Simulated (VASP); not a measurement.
Level of theory: vdW-DF2, VASP's PBE PAW potentials (set 64) (plane waves; VASP).

The input files of a VASP run:

### INCAR
```
SYSTEM = WSi2
PREC = Accurate
ENCUT = 520
EDIFF = 1E-6
NELM = 100
ALGO = Normal
LREAL = .FALSE.
LASPH = .TRUE.
ISMEAR = 1
SIGMA = 0.1
GGA = ML
ZAB_VDW = -1.8867
LUSE_VDW = .TRUE.
AGGAC = 0.0
LMAXMIX = 6
LWAVE = .FALSE.
LCHARG = .FALSE.
IBRION = 2
ISIF = 3
NSW = 60
EDIFFG = -0.02
```

**KPOINTS**
```
Automatic mesh
0
Gamma
12 12 12
0 0 0
```

POSCAR:
```
WSi2
1
   -1.6025933516     1.6025933516     3.9077674997
    1.6025933516    -1.6025933516     3.9077674997
    1.6025933516     1.6025933516    -3.9077674997
Si W
2 1
Direct
  0.6651243211   0.6651243211   0.0000000000
  0.3348756789   0.3348756789   0.0000000000
  0.0000000000   0.0000000000   0.0000000000
```

POTCAR, in this order: Si W_sv (PBE.64 set). Program: vasp_std.

What will the output report for the number of irreducible k-points (NKPTS), largest plane-wave count, number of space-group operations, FFT grid (NGX, NGY, NGZ)?

```
Item                                           Value
--------------------------------------  ------------
number of irreducible k-points (NKPTS)           163
largest plane-wave count                        1104
number of space-group operations                  16
FFT grid (NGX, NGY, NGZ)                36 × 36 × 36
```

The compound is WSi2 in the MoSi2 type structure. This run relaxes it. Symmetry was kept, so distortions that lower it aren't found. The start is the result of an earlier pass.
